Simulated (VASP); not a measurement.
VASP ran on this input.

**INCAR**
```
SYSTEM = RuAl
PREC = Accurate
ENCUT = 400
EDIFF = 1E-6
NELM = 100
ALGO = Normal
LREAL = .FALSE.
LASPH = .TRUE.
ISMEAR = 1
SIGMA = 0.1
GGA = PE
LMAXMIX = 4
LWAVE = .FALSE.
LCHARG = .FALSE.
ISIF = 2
IBRION = 2
NSW = 40
EDIFFG = -0.01
```

File KPOINTS:
```
Automatic
0
G
 9 9 9
0 0 0
```

### POSCAR
```
RuAl
1.0
  2.9900000000   0.0000000000   0.0000000000
  0.0000000000   2.9900000000   0.0000000000
  0.0000000000   0.0000000000   2.9900000000
Al Ru
1 1
direct
  0.5401337793   0.5167224080   0.5000000000
  0.0000000000   0.0000000000   0.0000000000
```

POTCAR, in this order: Al Ru_pv (PBE.64 set). Program: vasp_std.

Task: Translate this PBE calculation to Quantum ESPRESSO's pw.x.

Result: One equivalent input (not run):
```
&CONTROL
  calculation = 'relax'
  pseudo_dir = './pseudo'
  outdir = './out'
  tprnfor = .true.
  tstress = .true.
  nstep = 40
  forc_conv_thr = 0.00039
/
&SYSTEM
  ibrav = 0
  nat = 2
  ntyp = 2
  ecutwfc = 84
  occupations = 'smearing'
  smearing = 'methfessel-paxton'
  degauss = 0.00735
  input_dft = 'pbe'
/
&ELECTRONS
  conv_thr = 7.3e-08
  electron_maxstep = 100
/
&IONS
/
ATOMIC_SPECIES
  Al 26.982 Al.upf
  Ru 101.070 Ru.upf
CELL_PARAMETERS angstrom
     2.9900000    0.0000000    0.0000000
     0.0000000    2.9900000    0.0000000
     0.0000000    0.0000000    2.9900000
ATOMIC_POSITIONS crystal
  Al   0.5401338  0.5167224  0.5000000
  Ru   0.0000000  0.0000000  0.0000000
K_POINTS automatic
  9 9 9 0 0 0
```
What does not carry over: the potentials are each code's own (VASP's PAW set, PseudoDojo norm-conserving files in pw.x), so ENCUT and ecutwfc are chosen apart and not converted; conv_thr bounds pw.x's estimated SCF error, while EDIFF bounds the energy change between steps; forc_conv_thr acts on force components and is met together with etot_conv_thr.

The compound is RuAl in the CsCl type structure. In the starting cell atoms are displaced from their ideal sites. This run relaxes the ions in a fixed cell. Symmetry was kept, so distortions that lower it aren't found.
